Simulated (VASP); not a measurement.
Output of a VASP run:

### OSZICAR
```
...
DAV:   1    -0.419013380832E+02   -0.33454E-02   -0.37835E-01  2280   0.785E+00    0.305E-01
DAV:   2    -0.419029884949E+02   -0.16504E-02   -0.33076E-02  1960   0.134E+00    0.191E-01
DAV:   3    -0.419023874602E+02    0.60103E-03   -0.20889E-03  2680   0.377E-01    0.624E-02
DAV:   4    -0.419023230539E+02    0.64406E-04   -0.26714E-04  2480   0.142E-01    0.211E-02
DAV:   5    -0.419023205551E+02    0.24988E-05   -0.33049E-05  2808   0.471E-02    0.136E-02
DAV:   6    -0.419023199412E+02    0.61384E-06   -0.64345E-06  2336   0.241E-02
   7 F= -.38140866E+02 E0= -.38140866E+02  d E =-.101563E-02
       N       E                     dE             d eps       ncg     rms          rms(c)
DAV:   1    -0.419047240713E+02   -0.24035E-02   -0.31252E-01  2280   0.712E+00    0.277E-01
DAV:   2    -0.419060963246E+02   -0.13723E-02   -0.27359E-02  1960   0.122E+00    0.172E-01
DAV:   3    -0.419055970924E+02    0.49923E-03   -0.17492E-03  2688   0.344E-01    0.565E-02
DAV:   4    -0.419055449039E+02    0.52189E-04   -0.22242E-04  2488   0.128E-01    0.188E-02
DAV:   5    -0.419055429426E+02    0.19612E-05   -0.25560E-05  2800   0.410E-02    0.121E-02
DAV:   6    -0.419055424659E+02    0.47680E-06   -0.50293E-06  2232   0.216E-02
   8 F= -.38141114E+02 E0= -.38141114E+02  d E =-.126272E-02
       N       E                     dE             d eps       ncg     rms          rms(c)
DAV:   1    -0.418940168474E+02    0.11526E-01   -0.42676E-01  2264   0.859E+00    0.489E-01
DAV:   2    -0.418939596858E+02    0.57162E-04   -0.38853E-02  2000   0.160E+00    0.203E-01
DAV:   3    -0.418934034197E+02    0.55627E-03   -0.44773E-03  2832   0.456E-01    0.697E-02
DAV:   4    -0.418933509821E+02    0.52438E-04   -0.78894E-04  2944   0.217E-01    0.520E-02
DAV:   5    -0.418933603057E+02   -0.93236E-05   -0.84171E-05  2720   0.849E-02    0.274E-02
DAV:   6    -0.418933786035E+02   -0.18298E-04   -0.49218E-05  3184   0.396E-02    0.163E-02
DAV:   7    -0.418933844323E+02   -0.58288E-05   -0.72401E-06  2288   0.216E-02    0.228E-03
DAV:   8    -0.418933848993E+02   -0.46699E-06   -0.11176E-06  1624   0.613E-03
   9 F= -.38141539E+02 E0= -.38141539E+02  d E =-.425109E-03
       N       E                     dE             d eps       ncg     rms          rms(c)
DAV:   1    -0.418949156549E+02   -0.15312E-02   -0.61882E-03  2264   0.103E+00    0.587E-02
DAV:   2    -0.418949160743E+02   -0.41938E-06   -0.56611E-04  2008   0.192E-01    0.244E-02
DAV:   3    -0.418949080413E+02    0.80331E-05   -0.65898E-05  2840   0.550E-02    0.863E-03
DAV:   4    -0.418949069539E+02    0.10873E-05   -0.11566E-05  2776   0.266E-02    0.617E-03
DAV:   5    -0.418949067823E+02    0.17165E-06   -0.10286E-06  1208   0.104E-02
  10 F= -.38141549E+02 E0= -.38141549E+02  d E =-.435311E-03
       N       E                     dE             d eps       ncg     rms          rms(c)
DAV:   1    -0.418946190789E+02    0.28788E-03   -0.19738E-01  2256   0.602E+00    0.130E-01
DAV:   2    -0.418960067061E+02   -0.13876E-02   -0.16508E-02  2032   0.914E-01    0.778E-02
DAV:   3    -0.418959737870E+02    0.32919E-04   -0.54986E-04  2664   0.169E-01    0.413E-02
DAV:   4    -0.418959476376E+02    0.26149E-04   -0.83692E-05  2536   0.872E-02    0.142E-02
DAV:   5    -0.418959463859E+02    0.12517E-05   -0.19139E-05  2632   0.385E-02    0.579E-03
DAV:   6    -0.418959461532E+02    0.23270E-06   -0.97437E-07  1424   0.110E-02
  11 F= -.38141910E+02 E0= -.38141910E+02  d E =-.361236E-03
```

File OUTCAR:
```
------------------------ aborting loop because EDIFF is reached ----------------------------------------
  FORCE on cell =-STRESS in cart. coord.  units (eV):
  Direction    XX          YY          ZZ          XY          YZ          ZX
  --------------------------------------------------------------------------------------
  Total        3.7646039      3.7646039      3.8354661      0.0000000      0.0000000      0.0000000
  in kB      100.2815052    100.2815052    102.1691331      0.0000000      0.0000000      0.0000000
  external PRESSURE =       0.9107145 kB  Pullay stress =     100.0000000 kB
  volume of cell :       60.15
      direct lattice vectors                 reciprocal lattice vectors
     3.915745332  0.000000000  0.000000000     0.255379223  0.000000000  0.000000000
     0.000000000  3.915745332  0.000000000     0.000000000  0.255379223  0.000000000
     0.000000000 -0.000000000  3.922655315     0.000000000 -0.000000000  0.254929358
 POSITION                                       TOTAL-FORCE (eV/Angst)
 -----------------------------------------------------------------------------------
      3.91575      3.91575      3.90534         0.000000      0.000000     -0.004492
      1.95787      1.95787      1.97108         0.000000      0.000000     -0.019013
      1.95787      1.95787      3.87290         0.000000     -0.000000      0.014689
      3.91575      1.95787      1.91938         0.000000     -0.000000      0.004408
      1.95787     -0.00000      1.91938         0.000000     -0.000000      0.004408
 -----------------------------------------------------------------------------------
    total drift:                                0.000000     -0.000000     -0.000287
  FREE ENERGIE OF THE ION-ELECTRON SYSTEM (eV)
  ---------------------------------------------------
  free  energy   TOTEN  =       -41.8959461532 eV

  energy  without entropy=      -41.8959461532  energy(sigma->0) =      -41.89594615
  enthalpy is  TOTEN    =       -38.1419100614 eV   P V=        3.7540360918

 reached required accuracy - stopping structural energy minimisation
```
(Selected blocks of OUTCAR.)

**POSCAR**
```
BaTiO3
1
    3.9417736112     0.0000000000     0.0000000000
    0.0000000000     3.9417736112     0.0000000000
    0.0000000000     0.0000000000     3.9792237927
Ba Ti O
1 1 3
Direct
  0.0000000000   0.0000000000   0.9985909812
  0.5000000000   0.5000000000   0.5106085872
  0.5000000000   0.5000000000   0.9808231001
  0.0000000000   0.5000000000   0.4869886658
  0.5000000000   0.0000000000   0.4869886658
```

Question: Reconstruct the remaining input files.

Answer: Several could match; the one computed here: the input of the run itself, PBEsol GGA, plane waves, VASP's PBE PAW potentials (set 64).

### KPOINTS
```
Automatic mesh
0
Gamma
6 6 6
0 0 0
```

### INCAR
```
ISIF = 3   ! ions, shape and volume
LREAL = F
ISMEAR = 0   ! Gaussian
EDIFFG = -0.02
ENCUT = 620   ! plane-wave cut-off (eV)
LCHARG = F
GGA = PS
LWAVE = F
NSW = 40   ! most ionic steps
LASPH = T   ! aspherical one-centre terms
PSTRESS = 100   ! kbar
SYSTEM = BaTiO3
EDIFF = 1E-6   ! SCF stop (eV)
IBRION = 2   ! conjugate gradients
ALGO = Normal   ! blocked Davidson
LMAXMIX = 4
NELM = 100   ! most electronic steps
SIGMA = 0.05   ! width (eV)
PREC = Accurate
```

POTCAR, in this order: Ba_sv Ti_sv O (PBE.64 set). Program: vasp_std.

Energy and stress use the plane-wave basis of the starting cell.

The compound is BaTiO3 in the tetragonal perovskite structure. This run relaxes it under an external pressure of 10 GPa. Symmetry was kept, so distortions that lower it aren't found.
